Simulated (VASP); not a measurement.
Here is the system:

```
BaTiO3
1.0
    4.04391     0.00000     0.00000
    0.00000     4.04391     0.00000
    0.00000     0.00000     4.15729
Ba Ti O
1 1 3
Direct
  0.00000   0.00000   0.00389
  0.50000   0.50000   0.52057
  0.50000   0.50000   0.97100
  0.00000   0.50000   0.48427
  0.50000   0.00000   0.48427
```

Level of theory: PBEsol GGA, VASP's PBE PAW potentials (set 64) (plane waves; VASP). Run with 520 eV cut-off, 6×6×6 Γ-centred mesh, Gaussian smearing of 0.050 eV, potentials Ba_sv Ti_sv O.

Q: The ions and cell shape at fixed volume are relaxed. What does this cell relax into?

A: 
```
BaTiO3
1.0
    3.98149     0.00000     0.00000
    0.00000     3.98149     0.00000
    0.00000     0.00000     4.28867
Ba Ti O
1 1 3
Direct
  0.00000   0.00000   0.01656
  0.50000   0.50000   0.53343
  0.50000   0.50000   0.95316
  0.00000   0.50000   0.48042
  0.50000   0.00000   0.48042
```
Space group P4mm (99), at a tolerance of 0.03 Å.

Q: How much energy does the relaxation gain?

A: The energy (σ→0) changes by -7.9 meV/atom, in 16 ionic steps.

The compound is BaTiO3 in the tetragonal perovskite structure. This cell is one point of a volume scan, at 1.06 of the reference volume. Symmetry was kept, so distortions that lower it aren't found.
